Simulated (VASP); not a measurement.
Consider the following.

```
Pt3Ti
1.0
    3.90987     0.00000     0.00000
    0.00000     3.90987     0.00000
    0.00000     0.00000     3.90987
Ti Pt
1 3
Cartesian
  0.00000   0.00000   0.00000
  0.00000   1.95494   1.95494
  1.95494   0.00000   1.95494
  1.95494   1.95494   0.00000
```

Computed with vdW-DF-cx, VASP's PBE PAW potentials (set 64) (plane waves; VASP). Settings: 520 eV cut-off, 8×8×8 Γ-centred mesh, first-order Methfessel-Paxton smearing of 0.10 eV, potentials Ti_sv Pt.

### Question
Give the energy at these volumes per atom, relative to the lowest: 14.04, 14.49, 14.94, 15.38, 15.83 Å³.

### Answer
50.2, 12.0, 0.0, 10.0, 38.2 meV/atom. A third-order Birch-Murnaghan fit gives B0 = 260 GPa and B0′ = 5.1.

Measured: a 3.916 Å (computed value off by -0.2 %), as given by Molecular Dynamics Simulations of PtTi High-Temperature Shape Memory Alloys Based on a Modified Embedded-Atom Method …. The calculation is for a static lattice, while the measured a holds thermal and zero-point effects, which are part of the difference.

The compound is Pt3Ti in the L1_2 structure. It was relaxed first.
